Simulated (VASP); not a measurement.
A convergence study with VASP on GaN (wurtzite): one setting is varied, all else stays as given below, so the limit is that of these other settings.

```
CELL_PARAMETERS angstrom
      1.59500    -2.76262     0.00000
      1.59500     2.76262     0.00000
      0.00000     0.00000     5.19000
ATOMIC_POSITIONS crystal
  Ga 0.66667 0.33333 0.50000
  Ga 0.33333 0.66667 0.00000
  N  0.66667 0.33333 0.87700
  N  0.33333 0.66667 0.37700
```

These are PBE GGA, VASP's PBE PAW potentials (set 64) (plane waves; VASP) values and carry that method's errors. The tightest run used: 700 eV cut-off, 17×17×9 Γ-centred mesh, tetrahedra with Blöchl corrections, potentials Ga_d N.

Problem. The settings run are 3×3×2 mesh; 4×4×2 mesh; 5×5×3 mesh; 6×6×3 mesh; 7×7×4 mesh; 8×8×4 mesh; 9×9×5 mesh; 10×10×6 mesh; 11×11×6 mesh; 12×12×7 mesh; 13×13×7 mesh; 14×14×8 mesh; 15×15×8 mesh; 16×16×9 mesh; 17×17×9 mesh. From which on does the stress (every component) stay within 0.1 GPa of the tightest run?

Solution. From 6×6×3 mesh on: it is off by 0.04 there and by no more than 0.1 in any finer run, while 5×5×3 mesh is off by 0.14.
```
setting       E (eV/atom)  pressure (GPa)  irreducible k-points  difference judged (GPa)
------------  -----------  --------------  --------------------  -----------------------
3×3×2 mesh        -6.0042            5.15                     6                     1.28
4×4×2 mesh        -6.0625            4.94                     8                     0.40
5×5×3 mesh        -6.0743            4.99                    10                     0.14
6×6×3 mesh        -6.0772            5.02                    14                     0.04
7×7×4 mesh        -6.0787            5.04                    24                     0.02
8×8×4 mesh        -6.0789            5.05                    30                     0.02
9×9×5 mesh        -6.0790            5.05                    36                     0.02
10×10×6 mesh      -6.0790            5.05                    56                     0.02
11×11×6 mesh      -6.0790            5.03                    64                     0.00
12×12×7 mesh      -6.0790            5.04                    76                     0.00
13×13×7 mesh      -6.0790            5.06                    84                     0.03
14×14×8 mesh      -6.0790            5.06                   120                     0.02
15×15×8 mesh      -6.0790            5.06                   135                     0.03
16×16×9 mesh      -6.0790            5.04                   150                     0.00
17×17×9 mesh      -6.0790            5.03                   165                     0.00
```

Left out are rungs that failed or repeat a setting and relaxations that didn't move; long series are thinned to 24 rows.

The compound is GaN in the wurtzite structure. The cell was not relaxed at this level.
